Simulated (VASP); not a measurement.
Output of a VASP run:

### OSZICAR
```
...
RMM:   2    -0.337910937268E+03   -0.25576E-02   -0.30812E-02   640   0.294E-01    0.104E-01
RMM:   3    -0.337911739282E+03   -0.80201E-03   -0.74178E-03   661   0.138E-01    0.631E-02
RMM:   4    -0.337911773945E+03   -0.34663E-04   -0.70843E-04   688   0.559E-02    0.448E-02
RMM:   5    -0.337911767276E+03    0.66683E-05   -0.18711E-04   623   0.265E-02    0.160E-02
RMM:   6    -0.337911773643E+03   -0.63662E-05   -0.53542E-05   500   0.145E-02
   7 F= -.33791177E+03 E0= -.33790049E+03  d E =-.154106E-01  mag=     2.0000
       N       E                     dE             d eps       ncg     rms          rms(c)
DAV:   1    -0.337914456680E+03   -0.26894E-02   -0.41833E-01   656   0.112E+00    0.233E-01
RMM:   2    -0.337916380265E+03   -0.19236E-02   -0.24281E-02   640   0.273E-01    0.103E-01
RMM:   3    -0.337917043318E+03   -0.66305E-03   -0.62047E-03   666   0.130E-01    0.615E-02
RMM:   4    -0.337917069222E+03   -0.25904E-04   -0.58442E-04   682   0.529E-02    0.413E-02
RMM:   5    -0.337917069657E+03   -0.43549E-06   -0.15205E-04   616   0.250E-02    0.172E-02
RMM:   6    -0.337917074929E+03   -0.52714E-05   -0.46019E-05   484   0.137E-02
   8 F= -.33791707E+03 E0= -.33790600E+03  d E =-.530129E-02  mag=     2.0000
       N       E                     dE             d eps       ncg     rms          rms(c)
DAV:   1    -0.337917084503E+03   -0.14845E-04   -0.37783E-03   720   0.106E-01    0.228E-02
RMM:   2    -0.337917104026E+03   -0.19524E-04   -0.23963E-04   640   0.271E-02    0.108E-02
RMM:   3    -0.337917109999E+03   -0.59729E-05   -0.53649E-05   443   0.131E-02    0.653E-03
RMM:   4    -0.337917110881E+03   -0.88167E-06   -0.10437E-05   389   0.559E-03
   9 F= -.33791711E+03 E0= -.33790608E+03  d E =-.533724E-02  mag=     2.0000
       N       E                     dE             d eps       ncg     rms          rms(c)
DAV:   1    -0.337919233261E+03   -0.21233E-02   -0.68170E-02   688   0.502E-01    0.142E-01
RMM:   2    -0.337919553298E+03   -0.32004E-03   -0.37748E-03   640   0.138E-01    0.543E-02
RMM:   3    -0.337919597044E+03   -0.43745E-04   -0.65362E-04   645   0.631E-02    0.257E-02
RMM:   4    -0.337919607629E+03   -0.10585E-04   -0.13593E-04   664   0.289E-02    0.153E-02
RMM:   5    -0.337919610029E+03   -0.24004E-05   -0.29766E-05   442   0.129E-02
  10 F= -.33791961E+03 E0= -.33790890E+03  d E =-.249915E-02  mag=     2.0000
       N       E                     dE             d eps       ncg     rms          rms(c)
DAV:   1    -0.337919802739E+03   -0.19511E-03   -0.14809E-02   720   0.233E-01    0.662E-02
RMM:   2    -0.337919874431E+03   -0.71693E-04   -0.82956E-04   640   0.649E-02    0.256E-02
RMM:   3    -0.337919885241E+03   -0.10810E-04   -0.14986E-04   645   0.301E-02    0.123E-02
RMM:   4    -0.337919887951E+03   -0.27102E-05   -0.30964E-05   430   0.139E-02
  11 F= -.33791989E+03 E0= -.33790937E+03  d E =-.277707E-02  mag=     2.0000
       N       E                     dE             d eps       ncg     rms          rms(c)
DAV:   1    -0.337920527005E+03   -0.64176E-03   -0.49719E-02   672   0.423E-01    0.107E-01
RMM:   2    -0.337920766073E+03   -0.23907E-03   -0.26240E-03   640   0.114E-01    0.442E-02
RMM:   3    -0.337920800410E+03   -0.34337E-04   -0.47666E-04   648   0.529E-02    0.220E-02
RMM:   4    -0.337920808966E+03   -0.85560E-05   -0.10523E-04   658   0.246E-02    0.140E-02
RMM:   5    -0.337920811077E+03   -0.21104E-05   -0.22142E-05   411   0.108E-02
  12 F= -.33792081E+03 E0= -.33791067E+03  d E =-.923125E-03  mag=     2.0000
```

### OUTCAR
```
------------------------ aborting loop because EDIFF is reached ----------------------------------------
  FORCE on cell =-STRESS in cart. coord.  units (eV):
  Direction    XX          YY          ZZ          XY          YZ          ZX
  --------------------------------------------------------------------------------------
  Total       -6.9021796     -6.0220993     -6.3613003     -0.8622017     -1.0311982     -1.4843405
  in kB       -8.4526582     -7.3748800     -7.7902778     -1.0558832     -1.2628425     -1.8177769
  external PRESSURE =      -7.8726053 kB  Pullay stress =       0.0000000 kB
  volume of cell :     1308.29
      direct lattice vectors                 reciprocal lattice vectors
    10.937074700  0.000000000  0.000000000     0.091432127  0.000000000  0.000000000
     0.000000000 10.937074700  0.000000000     0.000000000  0.091432127  0.000000000
     0.000000000  0.000000000 10.937074700     0.000000000  0.000000000  0.091432127
 POSITION                                       TOTAL-FORCE (eV/Angst)
 -----------------------------------------------------------------------------------
      5.45752      0.00351      0.00406         0.000126     -0.001697     -0.001699
      6.85923      1.36976      1.37110        -0.002144     -0.008402     -0.011935
      8.20450      2.73695     10.93162         0.002236      0.002363      0.010208
      9.56693      4.09071      1.37093         0.006956     -0.001140     -0.009264
      8.20571     10.92816      2.73455         0.003821      0.007914     -0.000064
      9.56859      1.36886      4.08548         0.011027     -0.010845      0.006607
     10.93515     10.93406     10.93617         0.002774      0.006687     -0.001047
      1.36938      1.36695      1.36700         0.000497      0.005882      0.008360
      2.74044      2.73074      0.01261         0.004148      0.011725     -0.007184
      4.12914      4.11442      1.39317         0.008718     -0.000199     -0.004497
      5.47224      5.46815      0.00315        -0.009224      0.009642      0.004417
      6.83244      6.82598      1.37822         0.010007      0.003432      0.000296
      8.20187      8.19892      0.00340        -0.010380     -0.001928     -0.000760
      9.57401      9.56142      1.36333        -0.001967     -0.001617      0.007333
      2.73799      0.00889      2.73118         0.006250     -0.001894      0.012980
      4.12238      1.38500      4.11916         0.008070      0.001835     -0.004371
      5.46316      2.70144      2.71348         0.004050     -0.007569     -0.005888
      8.20936      5.46788      2.71189         0.003174      0.000261     -0.018761
      9.54988      6.81644      4.10391        -0.000343     -0.005480     -0.002468
      5.46788     10.93278      5.47175        -0.007840      0.003564      0.012090
      6.82742      1.37676      6.82446         0.007247     -0.003984      0.007363
      8.20958      2.70137      5.46755        -0.004221     -0.012184     -0.001479
      9.54449      4.10571      6.81041         0.004142     -0.011270     -0.007832
      8.20242      0.00531      8.19950        -0.009694     -0.003839     -0.001830
      9.57206      1.36531      9.56528        -0.000220      0.003368     -0.006515
     10.93195      5.47145      0.00318         0.007292      0.006242     -0.006101
      1.36806      6.83198      1.37713        -0.006254     -0.006879     -0.005688
      2.72603      8.20629      0.01037        -0.004907     -0.001702      0.005731
      4.10313      9.56807      1.37731         0.011218     -0.002179     -0.003722
      0.00166      2.73780      2.73590        -0.007327      0.001865      0.002365
      1.36743      4.10118      4.10132        -0.009524      0.001752     -0.004808
      2.74027      5.47039      2.75430        -0.011201      0.002600      0.000435
      4.10101      6.84207      4.12159        -0.001584     -0.005185     -0.002313
      5.46840      8.19769      2.75144         0.001136      0.006056     -0.009092
      6.83619      9.56892      4.10119         0.005442      0.013797      0.000688
     10.93240      0.00250      5.47443         0.006486     -0.002561     -0.002010
      1.36684      1.37821      6.83378        -0.010390     -0.005877     -0.004476
      2.73779      2.75441      5.47204        -0.006732     -0.005529     -0.000495
      4.10099      4.12203      6.83986         0.003099     -0.001416     -0.004483
      6.81674      6.84439      6.84209         0.000010      0.001326      0.006579
      8.18595      8.19667      5.46820         0.003298     -0.001596     -0.003273
      9.56234      9.56823      6.83366         0.000351     -0.000470     -0.011328
      2.72594      0.01015      8.20782        -0.004722      0.009342      0.005871
      4.10430      1.37856      9.56861         0.005796     -0.009888      0.000171
      5.46750      2.75272      8.19748         0.002752     -0.009413      0.006778
      6.83618      4.10132      9.56940         0.008166      0.000107      0.007146
      8.18457      5.46823      8.19479         0.000138     -0.000464      0.008306
      9.56200      6.83182      9.56767         0.003359     -0.012770      0.001496
     10.92876      8.19698      2.73520         0.000502     -0.001763      0.009140
      1.37204      9.57068      4.10034         0.000196     -0.003988      0.003326
     10.92729      5.46337      5.46303        -0.005213      0.006654      0.005107
      1.35016      6.83516      6.83742        -0.007462      0.004482      0.008669
      2.72209      8.20655      5.49147        -0.002544      0.000828      0.010900
      4.09532      9.57707      6.84108        -0.005702      0.009284     -0.002810
     10.92431      2.73475      8.19651         0.003392      0.007573      0.001736
      1.37191      4.10063      9.56997        -0.003005     -0.001381      0.000875
...
```
(Selected blocks of OUTCAR.)

**POSCAR**
```
AsSi62
1
   10.9370747000     0.0000000000     0.0000000000
    0.0000000000    10.9370747000     0.0000000000
   -0.0000000000    -0.0000000000    10.9370747000
Si As
62 1
Direct
  0.5000000000   0.0000000000   0.0000000000
  0.6250000000   0.1250000000   0.1250000000
  0.7500000000   0.2500000000   0.0000000000
  0.8750000000   0.3750000000   0.1250000000
  0.7500000000   0.0000000000   0.2500000000
  0.8750000000   0.1250000000   0.3750000000
  0.0000000000   0.0000000000   0.0000000000
  0.1250000000   0.1250000000   0.1250000000
  0.2500000000   0.2500000000   0.0000000000
  0.3750000000   0.3750000000   0.1250000000
  0.5000000000   0.5000000000   0.0000000000
  0.6250000000   0.6250000000   0.1250000000
  0.7500000000   0.7500000000   0.0000000000
  0.8750000000   0.8750000000   0.1250000000
  0.2500000000   0.0000000000   0.2500000000
  0.3750000000   0.1250000000   0.3750000000
  0.4982160000   0.2466550000   0.2508810000
  0.7468930000   0.5027830000   0.2500010000
  0.8750000000   0.6250000000   0.3750000000
  0.5000000000   0.0000000000   0.5000000000
  0.6250000000   0.1250000000   0.6250000000
  0.7490510000   0.2455570000   0.4997090000
  0.8750000000   0.3750000000   0.6250000000
  0.7500000000   0.0000000000   0.7500000000
  0.8750000000   0.1250000000   0.8750000000
  0.0000000000   0.5000000000   0.0000000000
  0.1250000000   0.6250000000   0.1250000000
  0.2500000000   0.7500000000   0.0000000000
  0.3750000000   0.8750000000   0.1250000000
  0.0000000000   0.2500000000   0.2500000000
  0.1250000000   0.3750000000   0.3750000000
  0.2500000000   0.5000000000   0.2500000000
  0.3750000000   0.6250000000   0.3750000000
  0.5000000000   0.7500000000   0.2500000000
  0.6250000000   0.8750000000   0.3750000000
  0.0000000000   0.0000000000   0.5000000000
  0.1250000000   0.1250000000   0.6250000000
  0.2500000000   0.2500000000   0.5000000000
  0.3750000000   0.3750000000   0.6250000000
  0.6250000000   0.6250000000   0.6250000000
  0.7500000000   0.7500000000   0.5000000000
  0.8750000000   0.8750000000   0.6250000000
  0.2500000000   0.0000000000   0.7500000000
  0.3750000000   0.1250000000   0.8750000000
  0.5000000000   0.2500000000   0.7500000000
  0.6250000000   0.3750000000   0.8750000000
  0.7500000000   0.5000000000   0.7500000000
  0.8750000000   0.6250000000   0.8750000000
  0.0000000000   0.7500000000   0.2500000000
  0.1250000000   0.8750000000   0.3750000000
  0.0000000000   0.5000000000   0.5000000000
  0.1250000000   0.6250000000   0.6250000000
  0.2500000000   0.7500000000   0.5000000000
  0.3750000000   0.8750000000   0.6250000000
  0.0000000000   0.2500000000   0.7500000000
  0.1250000000   0.3750000000   0.8750000000
  0.2500000000   0.5000000000   0.7500000000
  0.3750000000   0.6250000000   0.8750000000
  0.5000000000   0.7500000000   0.7500000000
  0.6250000000   0.8750000000   0.8750000000
  0.0000000000   0.7500000000   0.7500000000
  0.1250000000   0.8750000000   0.8750000000
  0.5023500000   0.5001580000   0.5004850000
```

Write an INCAR and KPOINTS that could have produced this output.

Several could match; the one computed here: the input of the run itself, PBE GGA, plane waves, VASP's PBE PAW potentials (set 64).

**KPOINTS**
```
Automatic mesh
0
Gamma
1 1 1
0 0 0
```

### INCAR
```
SYSTEM = AsSi62
PREC = Normal
ENCUT = 400
EDIFF = 1E-5
NELM = 100
ALGO = Fast
LREAL = Auto
LASPH = .TRUE.
ISMEAR = 0
SIGMA = 0.05
GGA = PE
LMAXMIX = 4
LWAVE = .TRUE.
LCHARG = .FALSE.
NELMIN = 4
ISYM = 0
NELECT = 252.0
ISPIN = 2
NUPDOWN = 2
MAGMOM = 63*0.0317
LORBIT = 10
IBRION = 2
ISIF = 2
NSW = 70
EDIFFG = -0.03
```

POTCAR, in this order: Si As (PBE.64 set). Program: vasp_gam.

The cell is charged, with a uniform compensating background. The supercell is sampled at Γ alone, which is coarse: total energies, pressure and levels can be off, energies of defects by several tenths of an eV.

The cell is a supercell with a defect, built from Si (diamond): As_Si-vac_Si, charge +1.
